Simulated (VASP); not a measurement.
# CaTiS2 (P-3m1) in VASP: single point with PBE

Aim: the single point of CaTiS2 with PBE.

Everything below comes from runs of VASP 6.6.1. Logs are shortened: lines on timing, memory, paths and dates and some standing lists are left out, and cuts for length are marked.

## Step 1: Starting point

The structure is trigonal, space group P-3m1 (No. 164). The conventional cell has a = 3.645 Å, b = 3.645 Å, c = 6.542 Å, α = 90.00°, β = 90.00°, γ = 120.00°. Ti (site symmetry -3m) has 6 S at 2.55 Å as nearest neighbours. Ca (site symmetry -3m) has 6 S at 2.79 Å as nearest neighbours. S (site symmetry 3m) has 3 Ti at 2.55 Å and 3 Ca at 2.79 Å as nearest neighbours.

The cell comes from a database or a generator and needn't be the stable form of this composition.

## Step 2: Single point, PBE

Contents of INCAR:

```
  ALGO = Normal
  EDIFF = 1E-6
  ENCUT = 500
  GGA = PE
  ISIF = 2
  ISMEAR = 0
  LASPH = True
  LCHARG = True
  LELF = True
  LREAL = False
  LVHAR = True
  LWAVE = False
  NBANDS = 25
  NELM = 80
  PREC = Accurate
  SIGMA = 0.02
```

Contents of KPOINTS:

```
k-points
0
Gamma
  4 4 2
```

Contents of POSCAR:

```
CaTiS2
1.0
    3.6451379062      0.0000000000      0.0000000000
   -1.8225689531      3.1567820271      0.0000000000
    0.0000000000      0.0000000000      6.5415020000
Ti Ca S
1 1 2
Direct
    0.0000000000      0.0000000000      0.0000000000
    0.0000000000      0.0000000000      0.5000000000
    0.6666666667      0.3333333333      0.2196630000
    0.3333333333      0.6666666667      0.7803370000
```

Potentials or basis: VASP PAW PBE potentials, release 64 (Ti_sv_GW, Ca_sv_GW, S_GW).

On the command line:

```console
> cat potpaw_PBE.64/Ti_sv_GW/POTCAR potpaw_PBE.64/Ca_sv_GW/POTCAR potpaw_PBE.64/S_GW/POTCAR > POTCAR
> mpirun -np 1 vasp_std > vasp.out
```

OUTCAR:

```text
EDIFF = 1E-6
   ENCUT = 500
   GGA = PE
   ISIF = 2
   ISMEAR = 0
   LASPH = True
   LREAL = False
   NELM = 80
   PREC = Accurate

 ion  position               nearest neighbor table
   1  0.000  0.000  0.000-
   2  0.000  0.000  0.500-   3 2.79   4 2.79   3 2.79   4 2.79   3 2.79   4 2.79
   3  0.667  0.333  0.220-   2 2.79   2 2.79   2 2.79
   4  0.333  0.667  0.780-   2 2.79   2 2.79   2 2.79

  LATTYP: Found a hexagonal cell.
 ALAT       =     3.6451379062
 C/A-ratio  =     1.7945828576

  Lattice vectors:

 A1 = (   3.6451379062,   0.0000000000,   0.0000000000)
 A2 = (  -1.8225689531,   3.1567820271,   0.0000000000)
 A3 = (   0.0000000000,   0.0000000000,   6.5415020000)

Analysis of symmetry for initial positions (statically):
=====================================================================
 Subroutine PRICEL returns:
 Original cell was already a primitive cell.

 Routine SETGRP: Setting up the symmetry group for a
 hexagonal supercell.

 Subroutine GETGRP returns: Found 12 space group operations
 (whereof 12 operations were pure point group operations)
 out of a pool of 24 trial point group operations.

The static configuration has the point symmetry D_3d.

Analysis of symmetry for dynamics (positions and initial velocities):
=====================================================================
 Subroutine PRICEL returns:
 Original cell was already a primitive cell.

 Routine SETGRP: Setting up the symmetry group for a
 hexagonal supercell.

 Subroutine GETGRP returns: Found 12 space group operations
 (whereof 12 operations were pure point group operations)
 out of a pool of 24 trial point group operations.

The dynamic configuration has the point symmetry D_3d.

 Subroutine INISYM returns: Found 12 space group operations
 (whereof 12 operations are pure point group operations),
 and found     1 'primitive' translations

----------------------------------------------------------------------------------------

                                     Primitive cell

  volume of cell :      75.2724

  direct lattice vectors                    reciprocal lattice vectors
     3.645137906  0.000000000  0.000000000     0.274338043  0.158389143  0.000000000
    -1.822568953  3.156782027  0.000000000     0.000000000  0.316778286  0.000000000
     0.000000000  0.000000000  6.541502000     0.000000000  0.000000000  0.152870090

  length of vectors
     3.645137906  3.645137906  6.541502000     0.316778286  0.316778286  0.152870090

  position of ions in fractional coordinates (direct lattice)
     0.000000000  0.000000000  0.000000000
     0.000000000  0.000000000  0.500000000
     0.666666667  0.333333333  0.219663000
     0.333333333  0.666666667  0.780337000

  ion indices of the primitive-cell ions
   primitive index   ion index
                 1           1
                 2           2
                 3           3
                 4           4

----------------------------------------------------------------------------------------

 KPOINTS: k-points

Automatic generation of k-mesh.
 Grid dimensions read from file:
 generate k-points for:    4    4    2

 Generating k-lattice:

  Cartesian coordinates                     Fractional coordinates (reciprocal lattice)
     0.068584511  0.039597286  0.000000000     0.250000000 -0.000000000  0.000000000
     0.000000000  0.079194572  0.000000000     0.000000000  0.250000000  0.000000000
     0.000000000  0.000000000  0.076435045     0.000000000  0.000000000  0.500000000

  Length of vectors
     0.079194572  0.079194572  0.076435045

  Shift w.r.t. Gamma in fractional coordinates (k-lattice)
     0.000000000  0.000000000  0.000000000

 Subroutine IBZKPT returns following result:
 ===========================================

 Found      8 irreducible k-points:

 Following reciprocal coordinates:
            Coordinates               Weight
  0.000000  0.000000  0.000000      1.000000
  0.250000 -0.000000  0.000000      6.000000
  0.500000 -0.000000  0.000000      3.000000
  0.250000  0.250000  0.000000      6.000000
  0.000000  0.000000  0.500000      1.000000
  0.250000 -0.000000  0.500000      6.000000
  0.500000 -0.000000  0.500000      3.000000
  0.250000  0.250000  0.500000      6.000000
   k-points           NKPTS =      8   k-points in BZ     NKDIM =      8   number of bands    NBANDS=     25
   number of dos      NEDOS =    301   number of ions     NIONS =      4
   total plane-waves  NPLWV =  37632
   dimension x,y,z NGX =    28 NGY =   28 NGZ =   48
   dimension x,y,z NGXF=    56 NGYF=   56 NGZF=   96
   ions per type =               1   1   2
   NGX,Y,Z   is equivalent  to a cutoff of  12.77, 12.77, 12.20 a.u.
   NGXF,Y,Z  is equivalent  to a cutoff of  25.54, 25.54, 24.40 a.u.
 SYSTEM =  unknown system
   PREC   = accura    normal or accurate (medium, high low for compatibility)
   ISTART =      0    job   : 0-new  1-cont  2-samecut
   ICHARG =      2    charge: 1-file 2-atom 10-const
   ISPIN  =      1    spin polarized calculation?
   LNONCOLLINEAR =      F non collinear calculations
   LSORBIT =      F    spin-orbit coupling
   LASPH  =      T    aspherical Exc in radial PAW
   ENCUT  =  500.0 eV  36.75 Ry    6.06 a.u.   6.65  6.65 11.93*2*pi/ulx,y,z
   NELM   =     80;   NELMIN=  2; NELMDL= -5     # of ELM steps
   EDIFF  = 0.1E-05   stopping-criterion for ELM
   LREAL  =      F    real-space projection
[... 7 lines left out ...]
   TEBEG  =    0.0;   TEEND  =   0.0 temperature during run
   PSTRESS=    0.0 pullay stress
   NELECT =      34.0000    total number of electrons
   NUPDOWN=      -1.0000    fix difference up-down
   EMIN   =  10.00;   EMAX   =-10.00  energy-range for DOS
   EFERMI =   0.00;   METHOD = LEGACY
   ISMEAR =     0;   SIGMA  =   0.02  broadening in eV -4-tet -1-fermi 0-gaus
   EFERMI_NEDOS =   21; number of points for ismear=-14 and -15
   IALGO  =     38    algorithm
   IMIX   =      4    mixing-type and parameters
     AMIX     =   0.40;   BMIX     =  1.00
     AMIX_MAG =   1.60;   BMIX_MAG =  1.00
  volume/ion in A,a.u.               =      18.82       126.99
  Fermi-wavevector in a.u.,A,eV,Ry     =   1.256095  2.373675 21.466924  1.577774
  Thomas-Fermi vector in A             =   2.389820
   LORBIT       =      0    0 simple, 1 ext, 2 COOP (PROOUT), +10 PAW based schemes
   GGA     = PE    functional components
   LHFCALC =     F    Hartree Fock is set to
   AEXX    =    0.0000 exact exchange contribution
   IVDW    =     0    specifies the selected vdW correction
   LEPSILON=     F    determine dielectric tensor
   LRPA    =     F    only Hartree local field effects (RPA)
 non-spin polarized calculation
 Gauss-broadening in eV      SIGMA  =   0.02
  energy-cutoff  :      500.00
  volume of cell :       75.27
 maximum number of plane-waves:      1944
 NGX is ok and might be reduce to    28
   NGX = 13   NGY = 13   NGZ = 23

 number of electron      33.9999999 magnetization

 Free energy of the ion-electron system (eV)
  ---------------------------------------------------
  ext. energy  EPLUGINS =         0.00000000
  ---------------------------------------------------
  free energy    TOTEN  =       -31.35252590 eV

  energy without entropy =      -31.34928369  energy(sigma->0) =      -31.35090480

 E-fermi :   8.2738     XC(G=0): -10.3704

 val. band max:        8.1585758593   @ k =   0.0000   0.0000   0.5000
 cond. band min:       8.2796968909   @ k =   0.2500   0.2500   0.5000
 fundamental gap:      0.1211210316
 Fermi energy:         8.2737533278

 k-point     1 :       0.0000    0.0000    0.0000
  band No.  band energies     occupation
      1     -49.5282      2.00000
      2     -33.2301      2.00000
      3     -25.8557      2.00000
      4     -25.8557      2.00000
      5     -25.6585      2.00000
      6     -14.3170      2.00000
[... 17 lines left out ...]
     24      11.5520      0.00000
     25      11.9109      0.00000

 k-point     2 :       0.2500   -0.0000    0.0000
  band No.  band energies     occupation
      1     -49.5256      2.00000
      2     -33.2163      2.00000
      3     -25.8889      2.00000
      4     -25.8633      2.00000
      5     -25.6518      2.00000
      6     -14.3821      2.00000
[... 17 lines left out ...]
     24      11.7519      0.00000
     25      12.6765      0.00000

 k-point     3 :       0.5000   -0.0000    0.0000
  band No.  band energies     occupation
      1     -49.5231      2.00000
      2     -33.2026      2.00000
      3     -25.9219      2.00000
      4     -25.8709      2.00000
      5     -25.6452      2.00000
      6     -14.5232      2.00000
[... 17 lines left out ...]
     24      12.8504      0.00000
     25      13.0046      0.00000

 k-point     4 :       0.2500    0.2500    0.0000
  band No.  band energies     occupation
      1     -49.5231      2.00000
      2     -33.2026      2.00000
      3     -25.9093      2.00000
      4     -25.8837      2.00000
      5     -25.6452      2.00000
      6     -14.4671      2.00000
[... 17 lines left out ...]
     24      11.9048      0.00000
     25      12.9959      0.00000

 k-point     5 :       0.0000    0.0000    0.5000
  band No.  band energies     occupation
      1     -49.5282      2.00000
      2     -33.2302      2.00000
      3     -25.8557      2.00000
      4     -25.8557      2.00000
      5     -25.6578      2.00000
      6     -14.3250      2.00000
[... 17 lines left out ...]
     24      10.7602      0.00000
     25      12.0159      0.00000

 k-point     6 :       0.2500   -0.0000    0.5000
  band No.  band energies     occupation
      1     -49.5256      2.00000
      2     -33.2164      2.00000
      3     -25.8889      2.00000
      4     -25.8633      2.00000
      5     -25.6511      2.00000
      6     -14.3822      2.00000
[... 17 lines left out ...]
     24      11.9544      0.00000
     25      12.2632      0.00000

 k-point     7 :       0.5000   -0.0000    0.5000
  band No.  band energies     occupation
      1     -49.5231      2.00000
      2     -33.2027      2.00000
      3     -25.9220      2.00000
      4     -25.8709      2.00000
      5     -25.6445      2.00000
      6     -14.5235      2.00000
[... 17 lines left out ...]
     24      11.3238      0.00000
     25      11.9913      0.00000

 k-point     8 :       0.2500    0.2500    0.5000
  band No.  band energies     occupation
      1     -49.5231      2.00000
      2     -33.2027      2.00000
      3     -25.9092      2.00000
      4     -25.8837      2.00000
      5     -25.6445      2.00000
      6     -14.4672      2.00000
[... 17 lines left out ...]
     24      12.3097      0.00000
     25      13.0090      0.00000

------------------------ aborting loop because EDIFF is reached ----------------------------------------

  FORCE on cell =-STRESS in cart. coord.  units (eV):
  Direction    XX          YY          ZZ          XY          YZ          ZX
  --------------------------------------------------------------------------------------
  -------------------------------------------------------------------------------------
  Total        0.2218963      0.2218963     -0.7701971      0.0000000      0.0000000      0.0000000
  in kB        4.7230725      4.7230725    -16.3936788      0.0000000      0.0000000      0.0000000
  external PRESSURE =      -2.3158446 kB  Pullay stress =       0.0000000 kB

 VOLUME and BASIS-vectors are now :
 -----------------------------------------------------------------------------
  energy-cutoff  :      500.00
  volume of cell :       75.27
      direct lattice vectors                 reciprocal lattice vectors
     3.645137906  0.000000000  0.000000000     0.274338043  0.158389143  0.000000000
    -1.822568953  3.156782027  0.000000000     0.000000000  0.316778286  0.000000000
     0.000000000  0.000000000  6.541502000     0.000000000  0.000000000  0.152870090

 POSITION                                       TOTAL-FORCE (eV/Angst)
 -----------------------------------------------------------------------------------
      0.00000      0.00000      0.00000         0.000000      0.000000      0.000000
      0.00000      0.00000      3.27075         0.000000      0.000000      0.000000
      1.82257      1.05226      1.43693        -0.000000      0.000000     -0.113004
     -0.00000      2.10452      5.10458         0.000000     -0.000000      0.113004
 -----------------------------------------------------------------------------------
    total drift:                               -0.000000      0.000000      0.000000

  FREE ENERGIE OF THE ION-ELECTRON SYSTEM (eV)
  ---------------------------------------------------
  free  energy   TOTEN  =       -31.3525259013 eV

  energy  without entropy=      -31.3492836910  energy(sigma->0) =      -31.35090480
```

Wall time 22 s (1 thread of Intel Xeon Platinum 8488C (Sapphire Rapids), shared host); peak memory 0.2 GiB.

Results:

```yaml
Free_energy: -31.3525 eV
Pressure: -0.2 GPa
Largest_force: 0.113 eV/Å
Band_gap_on_the_k_mesh: none (metal or under the smearing width)
```

Forces in eV/Å, atoms in the order of the input:
```
Ti   0.000  0.000  0.000
Ca   0.000  0.000  0.000
S    0.000  0.000 -0.113
S    0.000  0.000  0.113
```

Caveat: the k mesh is coarse (spacing up to 0.50 Å⁻¹), so the values aren't converged.
